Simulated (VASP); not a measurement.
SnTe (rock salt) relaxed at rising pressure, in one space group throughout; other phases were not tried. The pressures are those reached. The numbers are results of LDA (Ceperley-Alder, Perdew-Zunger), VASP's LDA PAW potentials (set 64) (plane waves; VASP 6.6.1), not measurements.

| P (GPa) | V (Å³/atom) | k-mesh |
|---|---|---|
| -0.03 | 30.293 | 7×7×7 |
| 5.09 | 27.917 | 8×8×8 |
| 10.02 | 26.283 | 11×11×11 |
| 19.92 | 23.942 | 11×11×11 |
| 30.04 | 22.325 | 11×11×11 |

A change of mesh leaves a small step in the series.

Problem. Fit an equation of state and predict the volume at 45.01 GPa.

Solution. Least squares on the third-order Birch-Murnaghan form, P = (3B0/2)(y⁷ − y⁵)[1 + (3/4)(B′ − 4)(y² − 1)] with y = (V0/V)^(1/3), gives V0 = 30.295 Å³/atom, B0 = 52 GPa and B′ = 4.1, and so 20.580 Å³/atom. The run gave 20.625 Å³/atom, +0.2 % from the fit.

Pressures at which the relaxation failed are left out.

The compound is SnTe in the rock salt structure, which distorts at low temperature.
